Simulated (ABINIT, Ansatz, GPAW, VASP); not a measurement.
Code comparison for MnI2 (P-3m1, 3 atoms in the cell)

Self-consistent single point, at a second geometry (lattice scaled by 0.98). First geometry:

```
MnI2
1.0
    4.16858     0.00000     0.00000
   -2.08429     3.61010     0.00000
    0.00000     0.00000     7.14620
Mn I
1 2
Direct
  0.00000   0.00000   0.00000
  0.33333   0.66667   0.23089
  0.66667   0.33333   0.76911
```
Moments meant for the start (each program seeds them in its own way; μB, in the order of the atoms Mn I I): 4.0 0.0 0.0.

Shared settings, as Ansatz (a program for electronic structure) writes them: kpoints.mp_grid.grid = 5 5 3; scf.occupations.method = fermi_dirac; scf.occupations.width = 0.05 eV. Potentials and cutoffs stand in the table.

```
code                                                                             model  ΔF from the first geometry (meV/atom)  pressure (GPa)  largest force (eV/Å)  gap on the mesh (eV)  size of the net moment (μB/atom)   cutoff
------  ------------------------------------------------------------------------------  -------------------------------------  --------------  --------------------  --------------------  --------------------------------  -------
Ansatz                                                 PBEsol, PAW files made with PBE                                  -12.7           -0.05                 0.071                     –                              1.67  default
ABINIT  PBEsol, norm-conserving pseudopotentials (PseudoDojo nc-sr-04 PBEsol standard)                                  -12.4            0.00                 0.077                 0.998                              1.67    48 Ha
GPAW                             PBEsol, GPAW PAW datasets PBEsol (made by gpaw-setup)                                  -10.3            0.21                 0.108                 0.910                              1.67   850 eV
VASP                                        PBEsol, VASP's PBE PAW potentials (set 64)                                  -12.1           -0.07                 0.080                 0.918                              1.67   300 eV
```

A dash marks a value that a program does not give, or that is left out as unsure.

No gap is tabulated for Ansatz: it is not read from that output, or partly filled or unconverged empty levels leave it unsure.

Gaps are read on the mesh.

On Ansatz's run: spin-orbit coupling is off. With one magnetic atom in the cell only a parallel order is possible.

The spread over the programs that give each value: ΔF from the first geometry within 2.4 meV/atom; pressure within 0.28 GPa; largest force within 0.037 eV/Å; gap on the mesh within 0.088 eV; size of the net moment within 0.00 μB/atom.

Ansatz's pressure is given at a fixed set of plane waves, as the other plane-wave codes print theirs; with its correction for the finite basis it is -0.01 GPa.

VASP's run is marked for a possible Pulay error in its stress at this cutoff; no cutoff test was made.

The starting cell comes from a database of computed structures (which also holds hypothetical and non-ambient phases and stackings), without a prior relaxation at this level. For this run, on top of that: lattice scaled by 0.98.

Left out of this page: Quantum ESPRESSO, CP2K, Elk, FLEUR and SIESTA (not drawn, or without a comparable value).

Keys are those of Ansatz 0.2.
